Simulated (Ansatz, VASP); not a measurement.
## Two plane-wave programs on Cu5W

```
W Cu
1.0
     0.00000    3.36911    3.36911
     3.36911    0.00000    3.36911
     3.36911    3.36911    0.00000
W Cu
1 5
Cartesian
  0.0000 0.0000 0.0000
  1.6846 1.6846 1.6846
  4.2114 4.2114 4.2114
  4.2114 2.5268 2.5268
  2.5268 2.5268 4.2114
  2.5268 4.2114 2.5268
```

The cell was built by a generator and needn't be a form met in nature.

Alike in both runs: task single point; functional PBEsol; k mesh 8 × 8 × 8; occupations fermi-dirac, width 0.0202 eV; no spin polarisation.

```csv
,VASP,Ansatz
version,VASP 6.6.1,Ansatz 0.2.0
potentials or method,"VASP PAW PBE potentials, release 64 (W_sv, Cu)",PAW plane waves
plane-wave cutoff (eV),520,420
valence electrons in the cell,69,109
```

```csv
,VASP,Ansatz,Ansatz less VASP
gap on the k mesh at the Fermi level (eV),none,none,-
pressure (GPa),-8.2,-8.7,-0.52
rms of the force components (eV/Å),0.010,0.010,0.0000
```

A gap of «none» marks a metal or a gap that the smearing closes. The two sets of potentials don't hold the same shells in valence.

Caveats: the PAW data sets were made with another functional, which shifts forces and pressure a little (VASP). Spin-orbit coupling is left out, which matters for the levels of W.
